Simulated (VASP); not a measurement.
# NiMoIrPdW (Cm) in VASP: further runs

Aim: see how the results for NiMoIrPdW move with the level of theory and the settings. Levels: LDA, PBE. Tasks: band structure.

Everything below comes from runs of VASP 6.6.1. Logs are shortened: lines on timing, memory, paths and dates and some standing lists are left out, and cuts for length are marked.

### Step 1. The crystal as given

It takes space group Cm (No. 8, monoclinic). The conventional cell has a = 4.645 Å, b = 2.775 Å, c = 10.974 Å, α = 90.00°, β = 100.68°, γ = 90.00°. Ni (site symmetry m) has 3 Ir at 2.54 to 2.55 Å and 3 Pd at 2.59 to 2.60 Å and 6 Ni at 2.71 to 2.77 Å as nearest neighbours. Mo (site symmetry m) has 3 Ir at 2.65 Å and 6 Mo at 2.71 to 2.77 Å and 2 W at 2.78 Å as nearest neighbours. Pd (site symmetry m) has 3 Ni at 2.59 to 2.60 Å and 3 W at 2.70 to 2.71 Å and 6 Pd at 2.71 to 2.77 Å as nearest neighbours. Ir (site symmetry m) is surrounded by 3 Ni at 2.54 to 2.55 Å and 3 Mo at 2.65 Å and 6 Ir at 2.71 to 2.77 Å. Around W (site symmetry m) lie 3 Pd at 2.70 to 2.71 Å and 6 W at 2.71 to 2.77 Å and 2 Mo at 2.78 Å.

The cell was built by a generator and needn't be a form met in nature.

### Step 2. Band structure, LDA, collinear spin, ferromagnetic start

POSCAR reads:

```
NiMoIrPdW                               
1.0
    2.3226479925     -1.3873633838      0.0208927558
    2.3226479925      1.3873633838      0.0208927558
   -2.1297342338      0.0000000000     10.7654206459
  Ni              Mo              Pd              Ir              W             
     1     1     1     1     1
Direct
     0.4977400528331401    0.4977400528331401    0.2964529017230339
     0.3286152692905958    0.3286152692905958    0.9131674789592699
     0.2457987329546139    0.2457987329546139    0.4880679920982050
     0.7525940567304188    0.7525940567304188    0.1107153287171182
     0.6752418881912209    0.6752418881912209    0.6916062985023754
```

INCAR.step1 reads:

```
ALGO     = Normal         # electronic algorithm
EDIFF    = 1E-6           # SCF threshold, eV
ENCUT    = 520            # plane-wave cutoff, eV
GGA      = CA             # functional
ISIF     = 2              # what is computed and relaxed
ISMEAR   = -1             # smearing method
ISPIN    = 2              # spin polarisation
KPAR     = 4            
LASPH    = True           # aspherical terms in the spheres
LCHARG   = True           # write CHGCAR
LMAXMIX  = 4              # l up to which the mixer works
LORBIT   = 11             # projections on sites
LREAL    = False          # projectors in reciprocal space
LWAVE    = False          # write WAVECAR
MAGMOM   = 1 1 0 0.6 0    # initial moments
NBANDS   = 40             # bands
NELM     = 150            # most SCF steps
PREC     = Accurate       # precision mode
SIGMA    = 0.05           # smearing width, eV
```

KPOINTS.step1 reads:

```
k-points
0
Gamma
  11 11 3
```

INCAR.step2 reads:

```
ALGO     = Normal         # electronic algorithm
EDIFF    = 1E-6           # SCF threshold, eV
ENCUT    = 520            # plane-wave cutoff, eV
GGA      = CA             # functional
ICHARG   = 11             # starting density
ISIF     = 2              # what is computed and relaxed
ISMEAR   = 0              # smearing method
ISPIN    = 2              # spin polarisation
KPAR     = 4            
LASPH    = True           # aspherical terms in the spheres
LCHARG   = False          # write CHGCAR
LMAXMIX  = 4              # l up to which the mixer works
LORBIT   = 11             # projections on sites
LREAL    = False          # projectors in reciprocal space
LWAVE    = False          # write WAVECAR
MAGMOM   = 1 1 0 0.6 0    # initial moments
NBANDS   = 40             # bands
NELM     = 150            # most SCF steps
PREC     = Accurate       # precision mode
SIGMA    = 0.05           # smearing width, eV
```

KPOINTS.step2 reads:

```
path GYFLI,I1ZF1,YX1,XGN,MG
10
line-mode
reciprocal
 0.0000000000  0.0000000000  0.0000000000  G
-0.5000000000 -0.5000000000  0.0000000000  Y

-0.5000000000 -0.5000000000  0.0000000000  Y
-0.5016370980 -0.5016370980  0.0400768515  F

-0.5016370980 -0.5016370980  0.0400768515  F
-0.5000000000 -0.5000000000  0.5000000000  L

-0.5000000000 -0.5000000000  0.5000000000  L
-0.6610839512 -0.3389160488  0.5000000000  I

-0.3389160488  0.3389160488  0.5000000000  I1
 0.0000000000  0.0000000000  0.5000000000  Z

 0.0000000000  0.0000000000  0.5000000000  Z
-0.4983629020 -0.4983629020  0.9599231485  F1

-0.5000000000 -0.5000000000  0.0000000000  Y
-0.6531734193 -0.3468265807  0.0000000000  X1

-0.3468265807  0.3468265807  0.0000000000  X
 0.0000000000  0.0000000000  0.0000000000  G

 0.0000000000  0.0000000000  0.0000000000  G
-0.5000000000  0.0000000000  0.0000000000  N

-0.5000000000  0.0000000000  0.5000000000  M
 0.0000000000  0.0000000000  0.0000000000  G
```

Potentials or basis: VASP PAW LDA potentials, release 64 (Ni, Mo_sv, Pd, Ir, W_sv).

Started as:

```sh
$ cat potpaw_LDA.64/Ni/POTCAR potpaw_LDA.64/Mo_sv/POTCAR potpaw_LDA.64/Pd/POTCAR potpaw_LDA.64/Ir/POTCAR potpaw_LDA.64/W_sv/POTCAR > POTCAR
$ cp INCAR.step1 INCAR
$ cp KPOINTS.step1 KPOINTS
$ mpirun -np 4 vasp_std > vasp.out
$ cp INCAR.step2 INCAR
$ cp KPOINTS.step2 KPOINTS
$ mpirun -np 4 vasp_std > vasp.out
```

OUTCAR:

```text
EDIFF = 1E-6
   ENCUT = 520
   GGA = CA
   ICHARG = 11
   ISIF = 2
   ISMEAR = 0
   ISPIN = 2
   LASPH = True
   LORBIT = 11
   LREAL = False
   NELM = 150
   PREC = Accurate

 ion  position               nearest neighbor table
   1  0.498  0.498  0.296-   4 2.54   4 2.55   4 2.55   3 2.59   3 2.60   3 2.60
   2  0.329  0.329  0.913-   4 2.65   4 2.65   4 2.65   5 2.78   5 2.78   5 3.16
   3  0.246  0.246  0.488-   1 2.59   1 2.60   1 2.60   5 2.70   5 2.70   5 2.71
   4  0.753  0.753  0.111-   1 2.54   1 2.55   1 2.55   2 2.65   2 2.65   2 2.65
   5  0.675  0.675  0.692-   3 2.70   3 2.70   3 2.71   2 2.78   2 2.78   2 3.16

  LATTYP: Found a base centered monoclinic cell.
 ALAT       =     4.6454839164
 B/A-ratio  =     0.5972955278
 C/A-ratio  =     2.3623077340
 COS(beta)  =    -0.1852381039

  Lattice vectors:

 A1 = (   2.3226479925,  -1.3873633838,   0.0208927558)
 A2 = (   2.3226479925,   1.3873633838,   0.0208927558)
 A3 = (  -2.1297342338,   0.0000000000,  10.7654206459)

Analysis of symmetry for initial positions (statically):
=====================================================================
 Subroutine PRICEL returns:
 Original cell was already a primitive cell.

 Routine SETGRP: Setting up the symmetry group for a
 base centered monoclinic supercell.

 Subroutine GETGRP returns: Found  2 space group operations
 (whereof  2 operations were pure point group operations)
 out of a pool of  4 trial point group operations.

The static configuration has the point symmetry C_1h.

Analysis of symmetry for dynamics (positions and initial velocities):
=====================================================================
 Subroutine PRICEL returns:
 Original cell was already a primitive cell.

 Routine SETGRP: Setting up the symmetry group for a
 base centered monoclinic supercell.

 Subroutine GETGRP returns: Found  2 space group operations
 (whereof  2 operations were pure point group operations)
 out of a pool of  4 trial point group operations.

The dynamic configuration has the point symmetry C_1h.

Analysis of structural, dynamic, and magnetic symmetry:
=====================================================================
 Subroutine PRICEL returns:
 Original cell was already a primitive cell.

 Routine SETGRP: Setting up the symmetry group for a
 base centered monoclinic supercell.

 Subroutine GETGRP returns: Found  2 space group operations
 (whereof  2 operations were pure point group operations)
 out of a pool of  4 trial point group operations.

The overall configuration has the point symmetry C_1h.

 Subroutine INISYM returns: Found  2 space group operations
 (whereof  2 operations are pure point group operations),
 and found     1 'primitive' translations

----------------------------------------------------------------------------------------

                                     Primitive cell

  volume of cell :      69.5035

  direct lattice vectors                    reciprocal lattice vectors
     2.322647992 -1.387363384  0.020892756     0.214889133 -0.360395846  0.042511738
     2.322647992  1.387363384  0.020892756     0.214889133  0.360395846  0.042511738
    -2.129734234  0.000000000 10.765420646    -0.000834083  0.000000000  0.092725000

  length of vectors
     2.705532732  2.705532732 10.974062584     0.421746076  0.421746076  0.092728751

  position of ions in fractional coordinates (direct lattice)
     0.497740053  0.497740053  0.296452902
     0.328615269  0.328615269  0.913167479
     0.245798733  0.245798733  0.488067992
     0.752594057  0.752594057  0.110715329
     0.675241888  0.675241888  0.691606299

  ion indices of the primitive-cell ions
   primitive index   ion index
                 1           1
                 2           2
                 3           3
                 4           4
[... 27 lines left out ...]
 -0.166667 -0.166667  0.000000      0.010000
 -0.222222 -0.222222  0.000000      0.010000
 -0.277778 -0.277778  0.000000      0.010000
[... 16 lines left out ...]
 -0.501273 -0.501273  0.142282      0.010000
[... 37 lines left out ...]
   IVDW    =     0    specifies the selected vdW correction
   LEPSILON=     F    determine dielectric tensor
   LRPA    =     F    only Hartree local field effects (RPA)
 spin polarized calculation
 Gauss-broadening in eV      SIGMA  =   0.05
  energy-cutoff  :      520.00
  volume of cell :       69.50
 maximum number of plane-waves:      1902

 number of electron      57.0000005 magnetization      -0.0000250

 Free energy of the ion-electron system (eV)
  ---------------------------------------------------
  ext. energy  EPLUGINS =         0.00000000
  ---------------------------------------------------
  free energy    TOTEN  =       -48.50847689 eV

  energy without entropy =      -48.50276590  energy(sigma->0) =      -48.50562140

 E-fermi :  11.1814     XC(G=0): -13.8705

 val. band max:       11.1698718548   @ k =  -0.0554  -0.0554   0.5511
 cond. band min:      11.1818071120   @ k =  -0.1667  -0.1667   0.0000
 fundamental gap:      0.0119352572
 Fermi energy:        11.1814275331

 spin component 1

 k-point     1 :       0.0000    0.0000    0.0000
  band No.  band energies     occupation
      1     -62.4766      1.00000
      2     -49.6067      1.00000
      3     -27.1453      1.00000
      4     -26.2816      1.00000
      5     -26.2138      1.00000
      6     -23.9428      1.00000
[... 1021 lines left out ...]
     39      18.2736      0.00000
     40      20.6102      0.00000

 [... further k-points ...]

 spin component 2

 k-point     1 :       0.0000    0.0000    0.0000
  band No.  band energies     occupation
      1     -62.4766      1.00000
      2     -49.6067      1.00000
      3     -27.1453      1.00000
      4     -26.2816      1.00000
      5     -26.2138      1.00000
      6     -23.9428      1.00000
[... 1021 lines left out ...]
     39      18.2736      0.00000
     40      20.6102      0.00000

 [... further k-points ...]

------------------------ aborting loop because EDIFF is reached ----------------------------------------

  FORCE on cell =-STRESS in cart. coord.  units (eV):
  Direction    XX          YY          ZZ          XY          YZ          ZX
  --------------------------------------------------------------------------------------
  -------------------------------------------------------------------------------------
  Total       22.5934243      6.5254250     11.7352031      0.0000000      0.0000000      0.9282737
  in kB      520.8178512    150.4224318    270.5169075      0.0000000      0.0000000     21.3983281
  external PRESSURE =     313.9190635 kB  Pullay stress =       0.0000000 kB

 VOLUME and BASIS-vectors are now :
 -----------------------------------------------------------------------------
  energy-cutoff  :      520.00
  volume of cell :       69.50
      direct lattice vectors                 reciprocal lattice vectors
     2.322647992 -1.387363384  0.020892756     0.214889133 -0.360395846  0.042511738
     2.322647992  1.387363384  0.020892756     0.214889133  0.360395846  0.042511738
    -2.129734234  0.000000000 10.765420646    -0.000834083  0.000000000  0.092725000

 POSITION                                       TOTAL-FORCE (eV/Angst)
 -----------------------------------------------------------------------------------
      1.68078      0.00000      3.21224         0.009611      0.000000      0.314653
     -0.41829      0.00000      9.84436         0.037482      0.000000      0.354153
      0.10235      0.00000      5.26453         0.183269      0.000000     -0.426859
      3.26023      0.00000      1.22334        -0.064253      0.000000      0.391900
      1.66376      0.00000      7.47365        -0.166109      0.000000     -0.633847
 -----------------------------------------------------------------------------------
    total drift:                               -0.000647      0.000000     -0.093646

  FREE ENERGIE OF THE ION-ELECTRON SYSTEM (eV)
  ---------------------------------------------------
  free  energy   TOTEN  =       -48.5084768937 eV

  energy  without entropy=      -48.5027659041  energy(sigma->0) =      -48.50562140

 total charge

# of ion       s       p       d       tot
------------------------------------------
    1        0.446   0.452   8.504   9.401
    2        2.397   6.182   4.122  12.700
    3        0.538   0.630   8.686   9.854
    4        0.692   0.722   6.922   8.336
    5        2.413   6.253   3.497  12.164
--------------------------------------------------
tot          6.486  14.239  31.730  52.455

 magnetization (x)

# of ion       s       p       d       tot
------------------------------------------
    1        0.000   0.000  -0.000  -0.000
    2       -0.000  -0.000  -0.000  -0.000
    3        0.000   0.000  -0.000   0.000
    4        0.000   0.000   0.000   0.000
    5       -0.000  -0.000  -0.000  -0.000
--------------------------------------------------
tot          0.000   0.000  -0.000  -0.000
```

Run time: 4.3 min. Hardware: 4 MPI ranks of AMD EPYC 7R13 (Zen 3), shared host; peak memory 0.53 GiB.

Results:

```yaml
Band_gap_along_the_path: none (metal or under the smearing width)
Net_moment: 0.00 μB per cell
```

Levels at the corners of the path, in eV from the Fermi level:
Spin up:
```csv
point,band 25,band 26,band 27,band 28,band 29,band 30
Γ,-1.31,-1.03,-0.91,-0.77,-0.69,-0.66
Y,-0.49,-0.25,-0.17,0.44,1.12,1.24
Y,-0.49,-0.25,-0.17,0.44,1.12,1.24
F,-0.48,-0.25,-0.14,0.45,1.11,1.24
F,-0.48,-0.25,-0.14,0.45,1.11,1.24
L,-0.27,-0.26,0.15,0.75,0.96,1.23
L,-0.27,-0.26,0.15,0.75,0.96,1.23
I,-1.02,-0.33,-0.29,-0.09,0.33,1.06
I1,-1.02,-0.33,-0.29,-0.09,0.33,1.06
Z,-1.72,-1.47,-1.04,-1.02,-0.66,-0.44
Z,-1.72,-1.47,-1.04,-1.02,-0.66,-0.44
F1,-0.48,-0.25,-0.14,0.45,1.11,1.24
Y,-0.49,-0.25,-0.17,0.44,1.12,1.24
X1,-1.01,-0.33,-0.20,0.14,0.21,0.99
X,-1.01,-0.33,-0.20,0.14,0.21,0.99
Γ,-1.31,-1.03,-0.91,-0.77,-0.69,-0.66
Γ,-1.31,-1.03,-0.91,-0.77,-0.69,-0.66
N,-0.54,-0.42,-0.29,1.04,1.41,1.50
M,-0.51,-0.29,-0.18,0.79,1.04,1.21
Γ,-1.31,-1.03,-0.91,-0.77,-0.69,-0.66
```
Spin down:
| point | band 25 | band 26 | band 27 | band 28 | band 29 | band 30 |
| --- | --- | --- | --- | --- | --- | --- |
| Γ | -1.31 | -1.03 | -0.91 | -0.77 | -0.69 | -0.66 |
| Y | -0.49 | -0.25 | -0.17 | 0.44 | 1.12 | 1.24 |
| Y | -0.49 | -0.25 | -0.17 | 0.44 | 1.12 | 1.24 |
| F | -0.48 | -0.25 | -0.14 | 0.45 | 1.11 | 1.24 |
| F | -0.48 | -0.25 | -0.14 | 0.45 | 1.11 | 1.24 |
| L | -0.27 | -0.26 | 0.15 | 0.75 | 0.96 | 1.23 |
| L | -0.27 | -0.26 | 0.15 | 0.75 | 0.96 | 1.23 |
| I | -1.02 | -0.33 | -0.29 | -0.09 | 0.33 | 1.06 |
| I1 | -1.02 | -0.33 | -0.29 | -0.09 | 0.33 | 1.06 |
| Z | -1.72 | -1.47 | -1.04 | -1.02 | -0.66 | -0.44 |
| Z | -1.72 | -1.47 | -1.04 | -1.02 | -0.66 | -0.44 |
| F1 | -0.48 | -0.25 | -0.14 | 0.45 | 1.11 | 1.24 |
| Y | -0.49 | -0.25 | -0.17 | 0.44 | 1.12 | 1.24 |
| X1 | -1.01 | -0.33 | -0.20 | 0.14 | 0.21 | 0.99 |
| X | -1.01 | -0.33 | -0.20 | 0.14 | 0.21 | 0.99 |
| Γ | -1.31 | -1.03 | -0.91 | -0.77 | -0.69 | -0.66 |
| Γ | -1.31 | -1.03 | -0.91 | -0.77 | -0.69 | -0.66 |
| N | -0.54 | -0.42 | -0.29 | 1.04 | 1.41 | 1.50 |
| M | -0.51 | -0.29 | -0.18 | 0.79 | 1.04 | 1.21 |
| Γ | -1.31 | -1.03 | -0.91 | -0.77 | -0.69 | -0.66 |

Caveat: the log is that of the step along the path at fixed density, whose energy, stress, charges and moments have no meaning; spin-orbit coupling is left out, which moves the levels of the heavy elements.

(Continued in part 2 of 2.)
